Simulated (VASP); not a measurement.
Output of a VASP run:

### OSZICAR
```
       N       E                     dE             d eps       ncg     rms          rms(c)
DAV:   1     0.254561360095E+02    0.25456E+02   -0.58810E+03  2184   0.113E+03
DAV:   2    -0.243874166724E+02   -0.49844E+02   -0.47711E+02  2223   0.215E+02
DAV:   3    -0.248261541284E+02   -0.43874E+00   -0.43862E+00  2575   0.249E+01
DAV:   4    -0.248273419354E+02   -0.11878E-02   -0.11878E-02  2445   0.117E+00
DAV:   5    -0.248273552162E+02   -0.13281E-04   -0.13280E-04  2469   0.111E-01    0.586E+00
DAV:   6    -0.211960323486E+02    0.36313E+01   -0.79437E+00  2170   0.326E+01    0.506E+00
DAV:   7    -0.213459414537E+02   -0.14991E+00   -0.52424E-01  2168   0.733E+00    0.244E+00
DAV:   8    -0.213363371197E+02    0.96043E-02   -0.32323E-02  2163   0.174E+00    0.155E-01
DAV:   9    -0.213484209233E+02   -0.12084E-01   -0.30972E-02  2227   0.144E+00    0.179E-01
DAV:  10    -0.213501343362E+02   -0.17134E-02   -0.27500E-03  2183   0.613E-01    0.680E-02
DAV:  11    -0.213526222590E+02   -0.24879E-02   -0.49717E-03  2211   0.596E-01    0.692E-02
DAV:  12    -0.213523694704E+02    0.25279E-03   -0.14818E-04  2428   0.145E-01    0.493E-02
DAV:  13    -0.213525342157E+02   -0.16475E-03   -0.17395E-04  2204   0.142E-01    0.228E-02
DAV:  14    -0.213525875972E+02   -0.53381E-04   -0.97781E-05  2300   0.832E-02    0.621E-03
DAV:  15    -0.213525870291E+02    0.56811E-06   -0.36313E-06  2330   0.215E-02    0.181E-03
DAV:  16    -0.213525875085E+02   -0.47946E-06   -0.16177E-07  2224   0.525E-03    0.122E-03
DAV:  17    -0.213525880402E+02   -0.53168E-06   -0.45993E-07  2184   0.786E-03    0.241E-04
DAV:  18    -0.213525880162E+02    0.24030E-07   -0.30135E-08  1497   0.204E-03
   1 F= -.21352588E+02 E0= -.21352443E+02  d E =-.433845E-03
```

File OUTCAR:
```
------------------------ aborting loop because EDIFF is reached ----------------------------------------
  FORCE on cell =-STRESS in cart. coord.  units (eV):
  Direction    XX          YY          ZZ          XY          YZ          ZX
  --------------------------------------------------------------------------------------
  Total       -0.0108116     -0.0108116     -0.0108116      0.0000000      0.0000000      0.0000000
  in kB       -1.0009759     -1.0009759     -1.0009759      0.0000000      0.0000000      0.0000000
  external PRESSURE =      -1.0009759 kB  Pullay stress =       0.0000000 kB
  volume of cell :       17.31
      direct lattice vectors                 reciprocal lattice vectors
     0.000000000  2.052969780  2.052969780    -0.243549615  0.243549615  0.243549615
     2.052969780  0.000000000  2.052969780     0.243549615 -0.243549615  0.243549615
     2.052969780  2.052969780  0.000000000     0.243549615  0.243549615 -0.243549615
 POSITION                                       TOTAL-FORCE (eV/Angst)
 -----------------------------------------------------------------------------------
      0.00000      0.00000      0.00000         0.000000      0.000000      0.000000
 -----------------------------------------------------------------------------------
    total drift:                               -0.000000      0.000000     -0.000000
  FREE ENERGIE OF THE ION-ELECTRON SYSTEM (eV)
  ---------------------------------------------------
  free  energy   TOTEN  =       -21.3525880162 eV

  energy  without entropy=      -21.3521541710  energy(sigma->0) =      -21.35244340
```
(Selected blocks of OUTCAR.)

### POSCAR
```
Ag
1
    0.0000000000     2.0529697796     2.0529697796
    2.0529697796     0.0000000000     2.0529697796
    2.0529697796     2.0529697796     0.0000000000
Ag
1
Direct
  0.0000000000   0.0000000000   0.0000000000
```

Question: Write an INCAR and KPOINTS that could have produced this output.

Answer: One answer among several that fit: the input of the run itself, r2SCAN meta-GGA, plane waves, VASP's PBE PAW potentials (set 64).

### KPOINTS
```
Automatic mesh
0
Gamma
15 15 15
0 0 0
```

INCAR:
```
SYSTEM  =  Ag
PREC  =  Accurate; ENCUT  =  520; LREAL  =  .FALSE.
LASPH  =  .TRUE.
EDIFF  =  1E-7; NELM  =  100; ALGO  =  Normal
LMAXMIX  =  4; LMIXTAU  =  .TRUE.
ISMEAR  =  1; SIGMA  =  0.1
METAGGA  =  R2SCAN
ISIF  =  2
LWAVE  =  .FALSE.; LCHARG  =  .FALSE.
```

POTCAR, in this order: Ag (PBE.64 set). Program: vasp_std.

The compound is Ag in the fcc structure. It was relaxed first.
